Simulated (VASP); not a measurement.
Given:

```
CELL_PARAMETERS angstrom
      0.00000     2.91938     2.91938
      2.91938     0.00000     2.91938
      2.91938     2.91938     0.00000
ATOMIC_POSITIONS crystal
  Ag 0.00000 0.00000 0.00000
  Br 0.50000 0.50000 0.50000
```

Computed with PBE GGA, VASP's PBE PAW potentials (set 64) (plane waves; VASP). Numerical set-up: 520 eV cut-off, 6×6×6 Γ-centred mesh, Gaussian smearing of 0.050 eV, potentials Ag Br.

Task: What does the run give for the energy per atom (σ→0), band gap (on the k-mesh) with the smallest direct gap where there is one?

Result: 
| Item | Value |
|---|---|
| band gap (on the k-mesh) | 0.69 eV |
| smallest direct gap (on the k-mesh) | 2.44 eV |
| energy per atom (σ→0) | -2.500 eV/atom |

Total energies compare only between runs with the same potentials, cut-off and functional.

The compound is AgBr in the rock salt structure. It was relaxed first.
